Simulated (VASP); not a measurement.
All values below come from r2SCAN meta-GGA, VASP's PBE PAW potentials (set 64) (plane waves; VASP 6.6.1).

Input for VASP

### KPOINTS
```
Automatic mesh
0
Gamma
5 3 3
0 0 0
```

**POSCAR**
```
Cd4Te3Se
1.0
  4.5235621800   0.0000000000   0.0000000000
  0.0000000000   9.0581179664   0.0000000000
  0.0000000000   0.0000000000   6.3547894274
Cd Te Se
4 3 1
Cart
  0.0000000000   0.0000000000   6.2133121880
  2.2617810900   6.9062309707   3.2338288063
  2.2617810900   2.1518869957   3.2338288063
  0.0000000000   4.5290589832   0.0381544404
  0.0000000000   6.8542119139   1.5872582633
  0.0000000000   2.2039060525   1.5872582633
  2.2617810900   4.5290589832   4.7488336140
  2.2617810900   0.0000000000   4.7768104244
```

INCAR:
```
SYSTEM = Cd4Te3Se
PREC = Accurate
ENCUT = 400
EDIFF = 1E-6
NELM = 100
ALGO = Normal
LREAL = .FALSE.
LASPH = .TRUE.
ISMEAR = 0
SIGMA = 0.05
METAGGA = R2SCAN
LMIXTAU = .TRUE.
LMAXMIX = 4
LWAVE = .FALSE.
LCHARG = .FALSE.
IBRION = 2
ISIF = 3
NSW = 60
EDIFFG = -0.02
```

POTCAR, in this order: Cd Te Se (PBE.64 set). Program: vasp_std.

What VASP printed:

OSZICAR:
```
...
DAV:   1     0.258952618652E+03    0.25895E+03   -0.29453E+04  1032   0.123E+03
DAV:   2    -0.169863295599E+03   -0.42882E+03   -0.42112E+03  1170   0.322E+02
DAV:   3    -0.194041120035E+03   -0.24178E+02   -0.24097E+02  1183   0.783E+01
DAV:   4    -0.194322146930E+03   -0.28103E+00   -0.28081E+00  1232   0.783E+00
DAV:   5    -0.194326726266E+03   -0.45793E-02   -0.45791E-02  1223   0.908E-01    0.117E+01
DAV:   6    -0.183558473448E+03    0.10768E+02   -0.11422E+01  1141   0.318E+01    0.130E+01
DAV:   7    -0.181062547566E+03    0.24959E+01   -0.76720E-01  1087   0.592E+00    0.102E+01
DAV:   8    -0.178668835111E+03    0.23937E+01   -0.80521E-01  1041   0.581E+00    0.123E+00
DAV:   9    -0.174711564850E+03    0.39573E+01   -0.17955E+00  1047   0.662E+00    0.125E+00
DAV:  10    -0.174824015067E+03   -0.11245E+00   -0.51441E-02  1149   0.105E+00    0.126E+00
DAV:  11    -0.175157181060E+03   -0.33317E+00   -0.43839E-02  1068   0.103E+00    0.944E-01
DAV:  12    -0.175389320667E+03   -0.23214E+00   -0.11677E-01  1102   0.134E+00    0.938E-01
DAV:  13    -0.175704151646E+03   -0.31483E+00   -0.51025E-01  1064   0.304E+00    0.172E+00
DAV:  14    -0.175340539965E+03    0.36361E+00   -0.14400E-01  1062   0.214E+00    0.130E+00
DAV:  15    -0.175623756319E+03   -0.28322E+00   -0.71508E-02  1053   0.153E+00    0.976E-01
DAV:  16    -0.175715679118E+03   -0.91923E-01   -0.87161E-02  1050   0.126E+00    0.271E-01
DAV:  17    -0.175719624458E+03   -0.39453E-02   -0.60078E-03  1121   0.389E-01    0.239E-01
DAV:  18    -0.175718868134E+03    0.75632E-03   -0.74212E-04  1090   0.144E-01    0.170E-01
DAV:  19    -0.175716388342E+03    0.24798E-02   -0.89498E-04  1082   0.166E-01    0.153E-01
DAV:  20    -0.175718989994E+03   -0.26017E-02   -0.14931E-03  1059   0.186E-01    0.119E-01
DAV:  21    -0.175719486075E+03   -0.49608E-03   -0.10291E-04  1103   0.568E-02    0.878E-02
DAV:  22    -0.175719834735E+03   -0.34866E-03   -0.81883E-05  1056   0.500E-02    0.667E-02
DAV:  23    -0.175720035936E+03   -0.20120E-03   -0.15487E-04  1077   0.642E-02    0.453E-02
DAV:  24    -0.175720069077E+03   -0.33141E-04   -0.40473E-05  1088   0.404E-02    0.290E-02
DAV:  25    -0.175720070793E+03   -0.17161E-05   -0.57099E-05  1076   0.358E-02    0.132E-02
DAV:  26    -0.175720086304E+03   -0.15511E-04   -0.34998E-05  1199   0.234E-02    0.237E-02
DAV:  27    -0.175720082080E+03    0.42236E-05   -0.25658E-06   871   0.932E-03    0.210E-02
DAV:  28    -0.175720086510E+03   -0.44293E-05   -0.39588E-06   771   0.975E-03    0.129E-02
DAV:  29    -0.175720088242E+03   -0.17327E-05   -0.65022E-06   910   0.960E-03    0.171E-03
DAV:  30    -0.175720088312E+03   -0.69312E-07   -0.49039E-07   561   0.330E-03
   1 F= -.17572009E+03 E0= -.17572009E+03  d E =-.175720E+03
       N       E                     dE             d eps       ncg     rms          rms(c)
DAV:   1    -0.176501403730E+03   -0.78132E+00   -0.18589E+01  1132   0.344E+01    0.770E+00
DAV:   2    -0.175763623929E+03    0.73778E+00   -0.19319E+00  1053   0.134E+01    0.244E+00
DAV:   3    -0.175752176758E+03    0.11447E-01   -0.18161E-01  1109   0.294E+00    0.228E+00
DAV:   4    -0.175656696510E+03    0.95480E-01   -0.11020E-01  1044   0.183E+00    0.400E-01
DAV:   5    -0.175736730079E+03   -0.80034E-01   -0.62235E-02  1032   0.152E+00    0.219E-01
DAV:   6    -0.175739127738E+03   -0.23977E-02   -0.67088E-03  1044   0.495E-01    0.173E-01
DAV:   7    -0.175740098514E+03   -0.97078E-03   -0.24145E-03  1068   0.302E-01    0.572E-02
DAV:   8    -0.175740624119E+03   -0.52560E-03   -0.12687E-03  1050   0.223E-01    0.234E-02
DAV:   9    -0.175741028934E+03   -0.40482E-03   -0.20192E-04  1065   0.946E-02    0.245E-02
DAV:  10    -0.175740889686E+03    0.13925E-03   -0.99264E-05  1059   0.715E-02    0.179E-02
DAV:  11    -0.175741065545E+03   -0.17586E-03   -0.63353E-05  1053   0.635E-02    0.427E-03
DAV:  12    -0.175741094207E+03   -0.28662E-04   -0.22554E-06   880   0.111E-02    0.271E-03
DAV:  13    -0.175741096492E+03   -0.22846E-05   -0.31958E-07   582   0.378E-03    0.165E-03
DAV:  14    -0.175741099569E+03   -0.30772E-05   -0.77416E-07   600   0.709E-03    0.665E-04
DAV:  15    -0.175741099812E+03   -0.24344E-06   -0.85521E-08   549   0.206E-03
   2 F= -.17574110E+03 E0= -.17574110E+03  d E =-.210115E-01
       N       E                     dE             d eps       ncg     rms          rms(c)
DAV:   1    -0.175808672624E+03   -0.67573E-01   -0.15168E+00  1143   0.961E+00    0.201E+00
DAV:   2    -0.175742326401E+03    0.66346E-01   -0.17702E-01  1038   0.390E+00    0.628E-01
DAV:   3    -0.175745144745E+03   -0.28183E-02   -0.15945E-02  1079   0.832E-01    0.565E-01
DAV:   4    -0.175735643203E+03    0.95015E-02   -0.96796E-03  1032   0.542E-01    0.957E-02
DAV:   5    -0.175743158411E+03   -0.75152E-02   -0.84732E-03  1038   0.553E-01    0.696E-02
DAV:   6    -0.175744422591E+03   -0.12642E-02   -0.20881E-03  1035   0.281E-01    0.494E-02
DAV:   7    -0.175744828838E+03   -0.40625E-03   -0.54271E-04  1068   0.148E-01    0.139E-02
DAV:   8    -0.175744897013E+03   -0.68175E-04   -0.11887E-04  1056   0.703E-02    0.520E-03
DAV:   9    -0.175744938298E+03   -0.41285E-04   -0.26128E-05  1071   0.336E-02    0.277E-03
DAV:  10    -0.175744940900E+03   -0.26017E-05   -0.42266E-06   802   0.141E-02    0.141E-03
DAV:  11    -0.175744942624E+03   -0.17245E-05   -0.11342E-06   687   0.742E-03    0.912E-04
DAV:  12    -0.175744943631E+03   -0.10073E-05   -0.70209E-08   555   0.189E-03    0.556E-04
DAV:  13    -0.175744943217E+03    0.41425E-06   -0.19114E-08   552   0.120E-03
   3 F= -.17574494E+03 E0= -.17574494E+03  d E =-.248549E-01
       N       E                     dE             d eps       ncg     rms          rms(c)
DAV:   1    -0.175745094971E+03   -0.15134E-03   -0.37651E-03  1143   0.482E-01    0.102E-01
DAV:   2    -0.175744939842E+03    0.15513E-03   -0.42666E-04  1050   0.193E-01    0.320E-02
DAV:   3    -0.175744941978E+03   -0.21360E-05   -0.38808E-05  1096   0.416E-02    0.292E-02
DAV:   4    -0.175744912865E+03    0.29113E-04   -0.24367E-05  1038   0.273E-02    0.467E-03
DAV:   5    -0.175744931477E+03   -0.18611E-04   -0.19652E-05  1038   0.270E-02    0.330E-03
DAV:   6    -0.175744933375E+03   -0.18986E-05   -0.40131E-06   750   0.125E-02    0.239E-03
DAV:   7    -0.175744933895E+03   -0.51973E-06   -0.10782E-06   660   0.655E-03
   4 F= -.17574493E+03 E0= -.17574493E+03  d E =-.248456E-01
       N       E                     dE             d eps       ncg     rms          rms(c)
DAV:   1    -0.175744971531E+03   -0.38156E-04   -0.20426E-02  1047   0.659E-01    0.311E-02
DAV:   2    -0.175744989685E+03   -0.18154E-04   -0.20753E-04  1103   0.753E-02    0.159E-02
DAV:   3    -0.175745009331E+03   -0.19645E-04   -0.27768E-05  1062   0.309E-02    0.107E-02
DAV:   4    -0.175744982904E+03    0.26427E-04   -0.29072E-05  1056   0.301E-02    0.414E-03
DAV:   5    -0.175745008848E+03   -0.25944E-04   -0.23084E-05  1053   0.266E-02    0.183E-03
DAV:   6    -0.175745010433E+03   -0.15842E-05   -0.11805E-06   755   0.571E-03    0.102E-03
DAV:   7    -0.175745010358E+03    0.74599E-07   -0.17228E-07   549   0.226E-03
   5 F= -.17574501E+03 E0= -.17574501E+03  d E =-.764630E-04
       N       E                     dE             d eps       ncg     rms          rms(c)
DAV:   1    -0.175744820061E+03    0.19037E-03   -0.18387E-01  1041   0.198E+00    0.932E-02
DAV:   2    -0.175744980130E+03   -0.16007E-03   -0.18702E-03  1103   0.226E-01    0.477E-02
DAV:   3    -0.175745161086E+03   -0.18096E-03   -0.25238E-04  1062   0.930E-02    0.321E-02
DAV:   4    -0.175744917729E+03    0.24336E-03   -0.26509E-04  1056   0.906E-02    0.125E-02
DAV:   5    -0.175745157303E+03   -0.23957E-03   -0.20889E-04  1050   0.799E-02    0.551E-03
DAV:   6    -0.175745170931E+03   -0.13628E-04   -0.10473E-05  1097   0.168E-02    0.318E-03
DAV:   7    -0.175745170098E+03    0.83299E-06   -0.14697E-06   792   0.709E-03
   6 F= -.17574517E+03 E0= -.17574517E+03  d E =-.236203E-03
```

File OUTCAR:
```
------------------------ aborting loop because EDIFF is reached ----------------------------------------
  FORCE on cell =-STRESS in cart. coord.  units (eV):
  Direction    XX          YY          ZZ          XY          YZ          ZX
  --------------------------------------------------------------------------------------
  Total       -0.0449648     -0.0325138     -0.0292595      0.0000000      0.0000000      0.0000000
  in kB       -0.2696273     -0.1949662     -0.1754520      0.0000000      0.0000000      0.0000000
  external PRESSURE =      -0.2133485 kB  Pullay stress =       0.0000000 kB
  volume of cell :      267.19
      direct lattice vectors                 reciprocal lattice vectors
     4.563268836  0.000000000  0.000000000     0.219141154  0.000000000  0.000000000
     0.000000000  9.129493119  0.000000000     0.000000000  0.109535106  0.000000000
     0.000000000  0.000000000  6.413519593     0.000000000  0.000000000  0.155920628
 POSITION                                       TOTAL-FORCE (eV/Angst)
 -----------------------------------------------------------------------------------
      4.56327      0.00000      6.26384        -0.000000      0.000000     -0.012690
      2.28163      6.96017      3.26395         0.000000     -0.002513     -0.004186
      2.28163      2.16932      3.26395         0.000000      0.002513     -0.004186
      4.56327      4.56475      0.04194        -0.000000      0.000000      0.011227
      4.56327      6.91190      1.60118        -0.000000      0.006427      0.004402
      4.56327      2.21760      1.60118        -0.000000     -0.006427      0.004402
      2.28163      4.56475      4.79419        -0.000000      0.000000      0.008719
      2.28163      0.00000      4.82397        -0.000000      0.000000     -0.007687
 -----------------------------------------------------------------------------------
    total drift:                                0.000000      0.000000      0.002099
  FREE ENERGIE OF THE ION-ELECTRON SYSTEM (eV)
  ---------------------------------------------------
  free  energy   TOTEN  =      -175.7451700981 eV

  energy  without entropy=     -175.7451700981  energy(sigma->0) =     -175.74517010

 reached required accuracy - stopping structural energy minimisation
```
(Selected blocks of OUTCAR.)

**CONTCAR**
```
Cd4Te3Se
   1.00000000000000
     4.5632688358948039    0.0000000000000000    0.0000000000000000
     0.0000000000000000    9.1294931185782424    0.0000000000000000
     0.0000000000000000    0.0000000000000000    6.4135195927954767
  Cd              Te              Se
     4     3     1
Direct
     1.0000000000000000    0.0000000000000000    0.9766622530911300
     0.5000000000000000    0.7623829734452672    0.5089178921450118
     0.5000000000000000    0.2376170265547329    0.5089178921450118
     1.0000000000000000    0.5000000000000000    0.0065386077442668
     1.0000000000000000    0.7570952351084401    0.2496572035658303
     1.0000000000000000    0.2429047648915599    0.2496572035658303
     0.5000000000000000    0.5000000000000000    0.7475127584231571
     0.5000000000000000    0.0000000000000000    0.7521561894197560
```

Energy and stress use the plane-wave basis of the starting cell.

The structure comes from a computed database's Cd4Te3Se entry (Pmm2); how it stands against other phases isn't given here. This run relaxes it. Symmetry was kept, so distortions that lower it aren't found. The start is the result of an earlier pass.
